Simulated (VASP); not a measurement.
Input:

```yaml
crystal:
  lattice:
    - [0.00000, 1.96914, 1.96914]
    - [1.96914, 0.00000, 1.96914]
    - [1.96914, 1.96914, 0.00000]
  atoms:
    - { symbol: Pt, position: [0.00000, 0.00000, 0.00000] }
```

The numbers are results of optB88-vdW, VASP's PBE PAW potentials (set 64) (plane waves; VASP 6.6.1), not measurements. Numerical set-up: 520 eV cut-off, 16×16×16 Γ-centred mesh, first-order Methfessel-Paxton smearing of 0.10 eV, potentials Pt.

Q: Give the stress tensor in GPa (positive for a compressed cell).

A: 
```
8.22  0.00  0.00
0.00  8.22  0.00
0.00  0.00  8.22
```
The pressure is its mean diagonal, 8.22 GPa.

The compound is Pt in the fcc structure. This cell is one point of a volume scan, at 0.97 of the reference volume.
